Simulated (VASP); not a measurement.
An input for Quantum ESPRESSO's pw.x (written as the equivalent of a VASP run, and not itself run):

```
&CONTROL
  calculation = 'scf'
  pseudo_dir = './pseudo'
  outdir = './out'
  tprnfor = .true.
  tstress = .true.
/
&SYSTEM
  ibrav = 0
  nat = 2
  ntyp = 2
  ecutwfc = 82
  occupations = 'smearing'
  smearing = 'gaussian'
  degauss = 0.003675
  input_dft = 'vdw-df-ob86'
/
&ELECTRONS
  conv_thr = 7.3e-09
  electron_maxstep = 100
/
ATOMIC_SPECIES
  Ag 107.868 Ag.upf
  I 126.904 I.upf
CELL_PARAMETERS angstrom
     0.0000000    3.2627556    3.2627556
     3.2627556    0.0000000    3.2627556
     3.2627556    3.2627556    0.0000000
ATOMIC_POSITIONS crystal
  Ag   0.0000000  0.0000000  1.0000000
  I    0.2500000  0.2500000  0.2500000
K_POINTS automatic
  7 7 7 0 0 0
```

Task: Write the VASP files for the same calculation (optB86b-vdW).

Result: This is not unique; one that fits is 
INCAR:
```
SYSTEM = AgI
PREC = Accurate
ENCUT = 520
EDIFF = 1E-7
NELM = 100
ALGO = Normal
LREAL = .FALSE.
LASPH = .TRUE.
ISMEAR = 0
SIGMA = 0.05
GGA = MK
PARAM1 = 0.1234
PARAM2 = 1.0
LUSE_VDW = .TRUE.
AGGAC = 0.0
LMAXMIX = 4
LWAVE = .FALSE.
LCHARG = .FALSE.
ISIF = 2
```

File KPOINTS:
```
K-points
0
G
 7 7 7
0 0 0
```

### POSCAR
```
AgI
1
    0.0000000000     3.2627556169     3.2627556169
    3.2627556169     0.0000000000     3.2627556169
    3.2627556169     3.2627556169     0.0000000000
Ag I
1 1
Direct
  0.0000000000   0.0000000000   1.0000000000
  0.2500000000   0.2500000000   0.2500000000
```

POTCAR, in this order: Ag I (PBE.64 set). Program: vasp_std.

What does not carry over: the potentials are each code's own (VASP's PAW set, PseudoDojo norm-conserving files in pw.x), so ENCUT and ecutwfc are chosen apart and not converted; conv_thr bounds pw.x's estimated SCF error, while EDIFF bounds the energy change between steps.

The compound is AgI in the zinc blende structure, whereas wurtzite is the usual form. It was relaxed first.
